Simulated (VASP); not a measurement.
All values below come from PBE GGA, VASP's PBE PAW potentials (set 64) (plane waves; VASP).

Input for VASP

### KPOINTS
```
Automatic mesh
0
Gamma
1 1 1
0 0 0
```

File POSCAR:
```
Al35TiN35
1
    4.6932676572    -8.1289780179     0.0000000000
    4.6932676572     8.1289780179     0.0000000000
    0.0000000000     0.0000000000    10.0192026156
Al N Ti
35 35 1
Direct
  0.2222215753   0.1113400447   0.2500817556
  0.1108504433   0.2224029752   0.9995768130
  0.2218847931   0.1107493754   0.7506333850
  0.1164215280   0.2268475630   0.5002037451
  0.2236532176   0.4452509924   0.2501757721
  0.1108449019   0.5551906486   0.9994436956
  0.2209849287   0.4437494783   0.7485442875
  0.1162937537   0.5562772270   0.4999326996
  0.2223617593   0.7778330111   0.2498472322
  0.1109687837   0.8887876675   0.0001158388
  0.2220180933   0.7779204974   0.7502096270
  0.1090885571   0.8879317106   0.5009160830
  0.5552565376   0.1111060935   0.2501435612
  0.4442175120   0.2217698682   0.9995636270
  0.5555225553   0.1112933722   0.7497759008
  0.4439327302   0.2202382550   0.5002665631
  0.5564020556   0.4425475173   0.2485383336
  0.4441988887   0.5555047934   0.9986505505
  0.5554366248   0.4444873383   0.7497427736
  0.5563875357   0.7807190453   0.2484641937
  0.4441789135   0.8892140091   0.9992380465
  0.5553038925   0.7776901340   0.7497552188
  0.4440511761   0.8906693374   0.5000770624
  0.8892081288   0.1118299918   0.2502147168
  0.7775118479   0.2221111913   0.0000027162
  0.8879766193   0.1106899799   0.7501782374
  0.7791531033   0.2229573515   0.4999782094
  0.8892500892   0.4441469132   0.2500686742
  0.7780243854   0.5555834675   0.9998663245
  0.8882341523   0.4441664054   0.7500465404
  0.7793007563   0.5555912541   0.5001681537
  0.8889453415   0.7777501888   0.2498130540
  0.7781126520   0.8891549194   0.0000322035
  0.8885103150   0.7776166806   0.7501728130
  0.7792013235   0.8903618508   0.5003359142
  0.2220328749   0.1091545461   0.4412773093
  0.1110771835   0.2228133035   0.1915480855
  0.2218347705   0.1110027253   0.9418193674
  0.1098693812   0.2206294908   0.6925419601
  0.1111790215   0.5551575016   0.1914170677
  0.2214955905   0.4440962180   0.9414579822
  0.1101236556   0.5559569758   0.6922480407
  0.2220584438   0.7796431782   0.4411457592
  0.1110630494   0.8889476850   0.1912853049
  0.2217629317   0.7774659889   0.9414304396
  0.1106852201   0.8887486807   0.6918826044
  0.5568757622   0.1119737871   0.4416295498
  0.4436547975   0.2212411695   0.1904705463
  0.5556737597   0.1112915185   0.9409256120
  0.4438905517   0.2219177152   0.6917166527
  0.5594691151   0.4390838374   0.4387062976
  0.4469484872   0.5568788874   0.1924818452
  0.5557288636   0.4441800258   0.9415452251
  0.4429852704   0.5548274813   0.6944835729
  0.5594826948   0.7873740623   0.4386234960
  0.4437905562   0.8894355949   0.1901690371
  0.5558019599   0.7783385473   0.9415143529
  0.4440930496   0.8890128322   0.6915640474
  0.8927342729   0.1144341029   0.4414991257
  0.7773589232   0.2220464102   0.1913748209
  0.8887214011   0.1111867161   0.9415559896
  0.7775928722   0.2222474092   0.6913001606
  0.8926176046   0.4449669043   0.4412971049
  0.7786428997   0.5555362352   0.1911405416
  0.8887390926   0.4442395237   0.9414396118
  0.7776213033   0.5554119159   0.6912554578
  0.8879379006   0.7773428738   0.4414105805
  0.7787090335   0.8897704542   0.1912992825
  0.8888265484   0.7777281521   0.9414089142
  0.7774401211   0.8887893314   0.6914411770
  0.4239775647   0.5454000690   0.4888867539
```

### INCAR
```
! general
SYSTEM      =  Al35TiN35
PREC        =  Normal
ENCUT       =  400
LREAL       =  Auto
LASPH       =  T
ISYM        =  0

! electronic loop
EDIFF       =  1E-6
NELM        =  100
NELMIN      =  4
ALGO        =  Fast
LMAXMIX     =  4

! smearing
ISMEAR      =  0
SIGMA       =  0.05

! functional
GGA         =  PE

! spin
ISPIN       =  2
MAGMOM      =  71*0.0282
NUPDOWN     =  2

! output
LWAVE       =  T
LCHARG      =  F
LORBIT      =  11

! other
LHYPERFINE  =  T
```

POTCAR, in this order: Al N Ti (PBE.64 set). Program: vasp_gam. Read from the step before: WAVECAR.

Output

**OSZICAR**
```
       N       E                     dE             d eps       ncg     rms          rms(c)
DAV:   1    -0.523418516169E+03   -0.52342E+03   -0.17400E-05   872   0.167E-02    0.904E-03
RMM:   2    -0.523418514889E+03    0.12806E-05   -0.96480E-06   717   0.653E-03    0.958E-03
RMM:   3    -0.523418514112E+03    0.77649E-06   -0.22353E-06   581   0.365E-03    0.200E-03
RMM:   4    -0.523418514133E+03   -0.20840E-07   -0.14654E-06   581   0.220E-03
   1 F= -.52341851E+03 E0= -.52341851E+03  d E =-.460774E-13  mag=     2.0000
```

File OUTCAR:
```
------------------------ aborting loop because EDIFF is reached ----------------------------------------
  FORCE on cell =-STRESS in cart. coord.  units (eV):
  Direction    XX          YY          ZZ          XY          YZ          ZX
  --------------------------------------------------------------------------------------
  Total       -9.2940756     -7.5390097    -20.2254553      1.2765640      0.4720435     -0.8791436
  in kB      -19.4779101    -15.7997587    -42.3871741      2.6753386      0.9892775     -1.8424512
  external PRESSURE =     -25.8882810 kB  Pullay stress =       0.0000000 kB
  volume of cell :      764.49
      direct lattice vectors                 reciprocal lattice vectors
     4.693267657 -8.128978018  0.000000000     0.106535582 -0.061508347  0.000000000
     4.693267657  8.128978018  0.000000000     0.106535582  0.061508347  0.000000000
     0.000000000  0.000000000 10.019202616     0.000000000  0.000000000  0.099808342
 POSITION                                       TOTAL-FORCE (eV/Angst)
 -----------------------------------------------------------------------------------
      1.56549     -0.90135      2.50562         0.001746      0.002498     -0.007319
      1.56405      0.90681     10.01496        -0.001558      0.000481     -0.002789
      1.56114     -0.90342      7.52075        -0.001304     -0.009268     -0.015719
      1.61105      0.89765      5.01164        -0.013298     -0.004300      0.002789
      3.13935      1.80136      2.50656        -0.000491     -0.002547      0.003653
      3.12588      3.61208     10.01363         0.001844     -0.001103     -0.002818
      3.11978      1.81085      7.49982         0.006428      0.004920     -0.001449
      3.15656      3.57662      5.00893         0.007446      0.001082      0.008491
      4.69418      4.51541      2.50327        -0.006142     -0.005424      0.007460
      4.69212      6.32287      0.00116        -0.012850      0.009524      0.015039
      4.69298      4.51892      7.51650         0.001987      0.011240      0.006073
      4.67928      6.33120      5.01878         0.005619     -0.004890      0.006885
      3.12742     -3.61049      2.50624         0.013225     -0.010184      0.004894
      3.12566     -1.80827     10.01483        -0.000762      0.009129     -0.010639
      3.12955     -3.61113      7.51216        -0.004400     -0.005971      0.006069
      3.11713     -1.81841      5.01227         0.003449      0.004629     -0.001352
      4.68834     -0.92552      2.49016        -0.005663     -0.007519     -0.002832
      4.69188      0.90480     10.00568         0.004728     -0.006294     -0.017082
      4.69291     -0.90190      7.51182        -0.009562     -0.005141     -0.009205
      6.27540      1.82359      2.48941         0.007489      0.006183     -0.003529
      6.25797      3.61768     10.01157        -0.002588     -0.003024     -0.000496
      6.25610      1.80777      7.51195        -0.000829      0.002688     -0.013390
      6.26420      3.63055      5.01037        -0.005437      0.003599      0.012308
      4.69814     -6.31929      2.50695         0.003697     -0.005108      0.000145
      4.69150     -4.51484      0.00003        -0.001189      0.001717      0.004841
      4.68701     -6.31855      7.51619        -0.009888     -0.007535     -0.002233
      4.70317     -4.52130      5.00938         0.000066     -0.001262      0.004509
      6.25799     -3.61823      2.50549         0.003836     -0.005310     -0.002165
      6.25898     -1.80822     10.01786        -0.000840      0.000740     -0.003213
      6.25331     -3.60982      7.51487        -0.003379      0.013902      0.000327
      6.26501     -1.81853      5.01129         0.001592     -0.006003      0.011095
      7.82225     -0.90390      2.50293        -0.000688      0.010209      0.004997
      7.82493      0.90266      0.00032        -0.006119      0.003098     -0.010978
      7.81958     -0.90145      7.51613        -0.015538      0.007960      0.007441
      7.83571      0.90362      5.01297         0.019780      0.003209     -0.003535
      1.55435     -0.91759      4.42125        -0.001073     -0.004080      0.004552
      1.56704      0.90830      1.91916         0.012419      0.000287     -0.001843
      1.56210     -0.90095      9.43628        -0.004262      0.004554     -0.009401
      1.55112      0.90037      6.93872         0.008257     -0.000252     -0.000946
      3.12730      3.60909      1.91785         0.002456     -0.006199     -0.000776
      3.12380      1.80952      9.43266         0.004483     -0.002208      0.002649
      3.12609      3.62417      6.93577        -0.003160      0.002918      0.006990
      4.70125      4.53259      4.41993         0.008277      0.008661      0.004902
      4.69332      6.32341      1.91653        -0.015266      0.004118      0.012434
      4.68965      4.51730      9.43238         0.005624     -0.000272      0.009990
      4.69061      6.32486      6.93211        -0.018609      0.006386      0.006082
      3.13909     -3.61660      4.42478        -0.003041     -0.008788      0.005577
      3.12053     -1.80800      1.90836         0.003705     -0.013553     -0.012932
      3.13025     -3.61237      9.42732        -0.009661      0.001098      0.005239
      3.12482     -1.80441      6.93045        -0.006101     -0.007698     -0.010423
      4.68648     -0.97861      4.39549         0.000432     -0.019495     -0.001933
      4.71123      0.89362      1.92851         0.007347      0.001213      0.006702
      4.69284     -0.90678      9.43353         0.003453     -0.001374     -0.003427
      4.68300      0.90916      6.95817         0.003591      0.005484      0.003434
      6.32116      1.85252      4.39466         0.007754     -0.003625     -0.002459
      6.25719      3.62264      1.90534         0.002538     -0.000384      0.006135
      6.26148      1.80900      9.43322         0.000437      0.002170      0.000926
      6.25662      3.61674      6.92892        -0.004972      0.009367     -0.003318
      4.72691     -6.32678      4.42347        -0.000740      0.007477     -0.004383
      4.69048     -4.51412      1.91742         0.012444     -0.005980      0.018708
      4.69284     -6.32056      9.43364        -0.008645     -0.001227     -0.000956
      4.69252     -4.51439      6.92628        -0.001421     -0.006729      0.001901
      6.27764     -3.63894      4.42145         0.006894     -0.008373      0.000932
      6.26166     -1.81363      1.91508         0.004285      0.008695     -0.003107
      6.25603     -3.61333      9.43247        -0.002500      0.006854      0.000243
      6.25628     -1.80634      6.92583        -0.003813      0.008628      0.008578
      7.81561     -0.89902      4.42258         0.010417     -0.006674     -0.001281
      7.83062      0.90282      1.91667        -0.004632      0.002165     -0.015771
      7.82159     -0.90312      9.43217        -0.015105      0.014628      0.003400
      7.82006      0.90516      6.92769         0.003006     -0.000888     -0.009503
      4.54955      0.98704      4.89826         0.014779     -0.002831     -0.023186
 -----------------------------------------------------------------------------------
    total drift:                               -0.009449      0.006466     -0.022995
  FREE ENERGIE OF THE ION-ELECTRON SYSTEM (eV)
  ---------------------------------------------------
  free  energy   TOTEN  =      -523.4185141331 eV

  energy  without entropy=     -523.4185141331  energy(sigma->0) =     -523.41851413

 total charge

# of ion       s       p       d       tot
------------------------------------------
    1        0.360   0.431   0.000   0.791
    2        0.361   0.432   0.000   0.793
    3        0.361   0.434   0.000   0.795
    4        0.374   0.401   0.000   0.775
    5        0.369   0.409   0.000   0.778
    6        0.361   0.432   0.000   0.793
    7        0.358   0.433   0.000   0.791
    8        0.374   0.401   0.000   0.775
    9        0.360   0.431   0.000   0.791
   10        0.361   0.433   0.000   0.794
   11        0.361   0.434   0.000   0.795
   12        0.366   0.435   0.000   0.801
   13        0.361   0.432   0.000   0.792
...
```
(Selected blocks of OUTCAR.)

At this cut-off the stress carries a Pulay error, which pulls relaxed volumes low.  The supercell is sampled at Γ alone, which is coarse: total energies, pressure and levels can be off, energies of defects by several tenths of an eV.

The cell is a supercell with a defect, built from AlN (wurtzite): Ti_Al-vac_N.
